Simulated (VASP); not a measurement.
# SrPb2N2 (P-3m1) in VASP: single point with revPBE

Aim: the single point of SrPb2N2 with revPBE.

All numbers are computed with VASP 6.6.1; they aren't measurements. Logs are shortened: lines on timing, memory, paths and dates and some standing lists are left out, and cuts for length are marked.

### Step 1. The crystal as given

It takes space group P-3m1 (No. 164, trigonal). The conventional cell has a = 3.582 Å, b = 3.582 Å, c = 9.485 Å, α = 90.00°, β = 90.00°, γ = 120.00°. Sr (site symmetry -3m) is surrounded by 6 N at 2.64 Å. Pb (site symmetry 3m) has 3 N at 2.43 Å as nearest neighbours. Around N (site symmetry 3m) lie 3 Pb at 2.43 Å and 3 Sr at 2.64 Å.

The cell comes from a database or a generator and needn't be the stable form of this composition.

### Step 2. Single point, revPBE

Contents of INCAR:

```
PREC = Accurate ; ENCUT = 520
EDIFF = 1E-7 ; ISMEAR = 0
SIGMA = 0.01 ; LREAL = False
LASPH = True ; NELM = 60
ALGO = Normal ; ISIF = 2
LWAVE = False ; LCHARG = False
GGA = RE ; NBANDS = 32
```

Contents of KPOINTS:

```
regular mesh
0
Gamma
  4 4 2
```

Contents of POSCAR:

```
SrPb2N2
1.0
    3.5824279500      0.0000000000      0.0000000000
   -1.7912139800      3.1024736100      0.0000000000
    0.0000000000      0.0000000000      9.4849625000
Sr Pb N
1 2 2
Direct
    0.0000000000      0.0000000000      0.5000000000
    0.6666666700      0.3333333300      0.1938648700
    0.3333333300      0.6666666700      0.8061351300
    0.6666666700      0.3333333300      0.6723287300
    0.3333333300      0.6666666700      0.3276712700
```

Potentials or basis: VASP PAW PBE potentials, release 64 (Sr_sv, Pb_d, N).

Started as:

```console
cat potpaw_PBE.64/Sr_sv/POTCAR potpaw_PBE.64/Pb_d/POTCAR potpaw_PBE.64/N/POTCAR > POTCAR
mpirun -np 1 vasp_std > vasp.out
```

OUTCAR:

```text
PREC = Accurate
   ENCUT = 520
   EDIFF = 1E-7
   ISMEAR = 0
   LREAL = False
   LASPH = True
   NELM = 60
   ISIF = 2
   GGA = RE

 ion  position               nearest neighbor table
   1  0.000  0.000  0.500-   4 2.64   5 2.64   4 2.64   5 2.64   4 2.64   5 2.64   2 3.57   3 3.57
                             3 3.57   2 3.57   2 3.57   3 3.57
   2  0.667  0.333  0.194-   5 2.43   5 2.43   5 2.43   1 3.57   1 3.57   1 3.57
   3  0.333  0.667  0.806-   4 2.43   4 2.43   4 2.43   1 3.57   1 3.57   1 3.57
   4  0.667  0.333  0.672-   3 2.43   3 2.43   3 2.43   1 2.64   1 2.64   1 2.64
   5  0.333  0.667  0.328-   2 2.43   2 2.43   2 2.43   1 2.64   1 2.64   1 2.64

  LATTYP: Found a hexagonal cell.
 ALAT       =     3.5824279500
 C/A-ratio  =     2.6476352441

  Lattice vectors:

 A1 = (   3.5824279500,   0.0000000000,   0.0000000000)
 A2 = (  -1.7912139800,   3.1024736100,   0.0000000000)
 A3 = (   0.0000000000,   0.0000000000,   9.4849625000)

Analysis of symmetry for initial positions (statically):
=====================================================================
 Subroutine PRICEL returns:
 Original cell was already a primitive cell.

 Routine SETGRP: Setting up the symmetry group for a
 hexagonal supercell.

 Subroutine GETGRP returns: Found 12 space group operations
 (whereof 12 operations were pure point group operations)
 out of a pool of 24 trial point group operations.

The static configuration has the point symmetry D_3d.

Analysis of symmetry for dynamics (positions and initial velocities):
=====================================================================
 Subroutine PRICEL returns:
 Original cell was already a primitive cell.

 Routine SETGRP: Setting up the symmetry group for a
 hexagonal supercell.

 Subroutine GETGRP returns: Found 12 space group operations
 (whereof 12 operations were pure point group operations)
 out of a pool of 24 trial point group operations.

The dynamic configuration has the point symmetry D_3d.

 Subroutine INISYM returns: Found 12 space group operations
 (whereof 12 operations are pure point group operations),
 and found     1 'primitive' translations

----------------------------------------------------------------------------------------

                                     Primitive cell

  volume of cell :     105.4196
[... 77 lines left out ...]
   NELM   =     60;   NELMIN=  2; NELMDL= -5     # of ELM steps
   EDIFF  = 0.1E-06   stopping-criterion for ELM
   LREAL  =      F    real-space projection
   EDIFFG = 0.1E-05   stopping-criterion for IOM
   NSW    =      0    number of steps for IOM
   IBRION =     -1    ionic relax: 0-MD 1-quasi-New 2-CG
   NFREE  =      0    steps in history (QN), initial steepest desc. (CG)
   ISIF   =      2    stress and relaxation
   ISYM   =      2    0-nonsym 1-usesym 2-fastsym
   POTIM  = 0.5000    time-step for ionic-motion
   TEBEG  =    0.0;   TEEND  =   0.0 temperature during run
   PSTRESS=    0.0 pullay stress
   NELECT =      48.0000    total number of electrons
   NUPDOWN=      -1.0000    fix difference up-down
   EMIN   =  10.00;   EMAX   =-10.00  energy-range for DOS
   EFERMI =   0.00;   METHOD = LEGACY
   ISMEAR =     0;   SIGMA  =   0.01  broadening in eV -4-tet -1-fermi 0-gaus
   EFERMI_NEDOS =   21; number of points for ismear=-14 and -15
   IALGO  =     38    algorithm
   IMIX   =      4    mixing-type and parameters
     AMIX     =   0.40;   BMIX     =  1.00
     AMIX_MAG =   1.60;   BMIX_MAG =  1.00
  volume/ion in A,a.u.               =      21.08       142.28
  Fermi-wavevector in a.u.,A,eV,Ry     =   1.259452  2.380019 21.581814  1.586219
  Thomas-Fermi vector in A             =   2.393011
   LORBIT       =      0    0 simple, 1 ext, 2 COOP (PROOUT), +10 PAW based schemes
   GGA     = RE    functional components
   LHFCALC =     F    Hartree Fock is set to
   AEXX    =    0.0000 exact exchange contribution
   IVDW    =     0    specifies the selected vdW correction
   LEPSILON=     F    determine dielectric tensor
   LRPA    =     F    only Hartree local field effects (RPA)
 non-spin polarized calculation
 Gauss-broadening in eV      SIGMA  =   0.01
  energy-cutoff  :      520.00
  volume of cell :      105.42
 maximum number of plane-waves:      2916
 NGX is ok and might be reduce to    28
   NGX = 13   NGY = 13   NGZ = 35

 number of electron      48.0000003 magnetization

 Free energy of the ion-electron system (eV)
  ---------------------------------------------------
  ext. energy  EPLUGINS =         0.00000000
  ---------------------------------------------------
  free energy    TOTEN  =       -24.32096590 eV

  energy without entropy =      -24.32096590  energy(sigma->0) =      -24.32096590

 E-fermi :   5.4830     XC(G=0):  -9.8599

 val. band max:        5.3537054469   @ k =   0.0000   0.0000   0.0000
 cond. band min:       5.7265352134   @ k =   0.0000   0.0000   0.0000
 fundamental gap:      0.3728297665
 Fermi energy:         5.4830130405

 k-point     1 :       0.0000    0.0000    0.0000
  band No.  band energies     occupation
      1     -28.6777      2.00000
      2     -11.4280      2.00000
      3     -11.1764      2.00000
      4     -11.1694      2.00000
      5     -11.1694      2.00000
      6     -11.1687      2.00000
[... 269 lines left out ...]
     31      10.7228      0.00000
     32      11.1850      0.00000

------------------------ aborting loop because EDIFF is reached ----------------------------------------

  FORCE on cell =-STRESS in cart. coord.  units (eV):
  Direction    XX          YY          ZZ          XY          YZ          ZX
  --------------------------------------------------------------------------------------
  -------------------------------------------------------------------------------------
  Total        2.3230129      2.3230129      1.8650290     -0.0000000      0.0000000      0.0000000
  in kB       35.3053904     35.3053904     28.3449035     -0.0000001      0.0000000      0.0000000
  external PRESSURE =      32.9852281 kB  Pullay stress =       0.0000000 kB

 VOLUME and BASIS-vectors are now :
 -----------------------------------------------------------------------------
  energy-cutoff  :      520.00
  volume of cell :      105.42
      direct lattice vectors                 reciprocal lattice vectors
     3.582427950  0.000000000  0.000000000     0.279140296  0.161161726  0.000000000
    -1.791213980  3.102473610  0.000000000     0.000000000  0.322323451  0.000000000
     0.000000000  0.000000000  9.484962500     0.000000000  0.000000000  0.105430043

 POSITION                                       TOTAL-FORCE (eV/Angst)
 -----------------------------------------------------------------------------------
      0.00000      0.00000      4.74248        -0.000000      0.000000      0.000000
      1.79121      1.03416      1.83880        -0.000000     -0.000000     -0.312495
     -0.00000      2.06832      7.64616         0.000000      0.000000      0.312495
      1.79121      1.03416      6.37701         0.000000      0.000000     -0.204616
     -0.00000      2.06832      3.10795        -0.000000     -0.000000      0.204616
 -----------------------------------------------------------------------------------
    total drift:                               -0.000000      0.000000      0.000000

  FREE ENERGIE OF THE ION-ELECTRON SYSTEM (eV)
  ---------------------------------------------------
  free  energy   TOTEN  =       -24.3209659049 eV

  energy  without entropy=      -24.3209659049  energy(sigma->0) =      -24.32096590
```

Run time: 25 s. Hardware: 1 thread of Intel Xeon 6975P-C (Granite Rapids), shared host; peak memory 0.23 GiB.

Results:

```
Free energy            : -24.3210 eV
Pressure               : 3.3 GPa
Largest force          : 0.312 eV/Å
Band gap on the k mesh : 0.37 eV, direct
```

Forces on the atoms (eV/Å):
```
Sr   0.000  0.000  0.000
Pb   0.000  0.000 -0.312
Pb   0.000  0.000  0.312
N    0.000  0.000 -0.205
N    0.000  0.000  0.205
```

Caveat: the k mesh is coarse (spacing up to 0.51 Å⁻¹), so the values aren't converged; the PAW data sets were made with another functional, which shifts forces and pressure a little; spin-orbit coupling is left out, which as a rule narrows the gap of such compounds by several tenths of an eV. As with any semilocal functional, this revPBE gap is likely too small.
